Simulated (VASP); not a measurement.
```yaml
crystal:
  lattice:
    - [0.00000, 3.16000, 3.16000]
    - [3.16000, 0.00000, 3.16000]
    - [3.16000, 3.16000, 0.00000]
  atoms:
    - { symbol: Sn, position: [0.00000, 0.00000, 0.00000] }
    - { symbol: Te, position: [0.50000, 0.50000, 0.50000] }
```

The numbers are results of PBE GGA, VASP's PBE PAW potentials (set 64) (plane waves; VASP), not measurements. Run with PREC = Normal, 500 eV cut-off, 4×4×4 Γ-centred mesh, Gaussian smearing of 0.010 eV, potentials Sn_d_GW Te_GW.

Task: Give the stress tensor in GPa (positive for a compressed cell).

Result: 
```
1.03  0.00  0.00
0.00  1.03  0.00
0.00  0.00  1.03
```
The pressure is its mean diagonal, 1.03 GPa.

The compound is SnTe in the rock salt structure, which distorts at low temperature. The cell was not relaxed at this level. The k-mesh is coarse (spacing up to 0.43 per Å, 2π included), so the numbers may not be converged in it.
